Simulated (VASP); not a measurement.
Output of a VASP run:

OSZICAR:
```
       N       E                     dE             d eps       ncg     rms          rms(c)
DAV:   1     0.212260762235E+03    0.21226E+03   -0.16748E+04  1002   0.169E+03
DAV:   2    -0.358307125285E+01   -0.21584E+03   -0.20929E+03  1153   0.394E+02
DAV:   3    -0.127355432330E+02   -0.91525E+01   -0.91341E+01  1034   0.916E+01
DAV:   4    -0.127845891343E+02   -0.49046E-01   -0.49039E-01  1103   0.667E+00
DAV:   5    -0.127847956430E+02   -0.20651E-03   -0.20650E-03  1059   0.391E-01    0.905E+00
DAV:   6    -0.108087970267E+02    0.19760E+01   -0.59629E+00  1254   0.500E+01    0.618E+00
DAV:   7    -0.108559467881E+02   -0.47150E-01   -0.10846E+00   986   0.107E+01    0.353E+00
DAV:   8    -0.108401109336E+02    0.15836E-01   -0.25487E-01  1063   0.467E+00    0.910E-01
DAV:   9    -0.108258401728E+02    0.14271E-01   -0.58786E-02  1078   0.252E+00    0.141E-01
DAV:  10    -0.108262942011E+02   -0.45403E-03   -0.41680E-03   989   0.875E-01    0.147E-01
DAV:  11    -0.108264518912E+02   -0.15769E-03   -0.59907E-04  1102   0.255E-01    0.760E-02
DAV:  12    -0.108264547580E+02   -0.28669E-05   -0.26868E-04  1006   0.146E-01    0.182E-02
DAV:  13    -0.108264568747E+02   -0.21167E-05   -0.13199E-05  1100   0.317E-02    0.838E-03
DAV:  14    -0.108264567364E+02    0.13837E-06   -0.19105E-06  1020   0.166E-02    0.220E-03
DAV:  15    -0.108264567490E+02   -0.12607E-07   -0.26700E-07   947   0.482E-03
   1 F= -.10826457E+02 E0= -.10826457E+02  d E =-.108265E+02
```

### OUTCAR
```
------------------------ aborting loop because EDIFF is reached ----------------------------------------
  FORCE on cell =-STRESS in cart. coord.  units (eV):
  Direction    XX          YY          ZZ          XY          YZ          ZX
  --------------------------------------------------------------------------------------
  Total       -1.9636300     -1.9636300     -1.9636300      0.0000000     -0.0000000      0.0000000
  in kB      -69.5008026    -69.5008026    -69.5008026      0.0000000     -0.0000000      0.0000000
  external PRESSURE =     -69.5008026 kB  Pullay stress =       0.0000000 kB
  volume of cell :       45.27
      direct lattice vectors                 reciprocal lattice vectors
     0.000000000  2.828677752  2.828677752    -0.176761032  0.176761032  0.176761032
     2.828677752  0.000000000  2.828677752     0.176761032 -0.176761032  0.176761032
     2.828677752  2.828677752  0.000000000     0.176761032  0.176761032 -0.176761032
 POSITION                                       TOTAL-FORCE (eV/Angst)
 -----------------------------------------------------------------------------------
      0.00000      0.00000      0.00000         0.000000     -0.000000      0.000000
      1.41434      1.41434      1.41434        -0.000000     -0.000000     -0.000000
      4.24302      4.24302      4.24302         0.000000      0.000000      0.000000
 -----------------------------------------------------------------------------------
    total drift:                                0.000000     -0.000000      0.000000
  FREE ENERGIE OF THE ION-ELECTRON SYSTEM (eV)
  ---------------------------------------------------
  free  energy   TOTEN  =       -10.8264567490 eV

  energy  without entropy=      -10.8264567490  energy(sigma->0) =      -10.82645675

 reached required accuracy - stopping structural energy minimisation
```
(Selected blocks of OUTCAR.)

### POSCAR
```
CdF2
1
    0.0000000000     2.8286777518     2.8286777518
    2.8286777518     0.0000000000     2.8286777518
    2.8286777518     2.8286777518     0.0000000000
Cd F
1 2
Direct
  0.0000000000   1.0000000000   0.0000000000
  0.2500000000   0.2500000000   0.2500000000
  0.7500000000   0.7500000000   0.7500000000
```

Problem. Write an INCAR and KPOINTS that could have produced this output.

Solution. Several could match; the one computed here: the input of the run itself, PBE GGA, plane waves, VASP's PBE PAW potentials (set 64).

**INCAR**
```
ALGO = Normal
EDIFF = 1E-7
EDIFFG = -0.01
ENCUT = 600
GGA = PE
IBRION = 2
ISIF = 2
ISMEAR = 0
LASPH = T
LCHARG = F
LMAXMIX = 4
LREAL = F
LWAVE = F
NELM = 100
NSW = 30
PREC = Accurate
SIGMA = 0.05
SYSTEM = CdF2
```

**KPOINTS**
```
Automatic mesh
0
Gamma
8 8 8
0 0 0
```

POTCAR, in this order: Cd F (PBE.64 set). Program: vasp_std.

The compound is CdF2 in the fluorite structure. This cell was strained or had an atom moved on purpose.
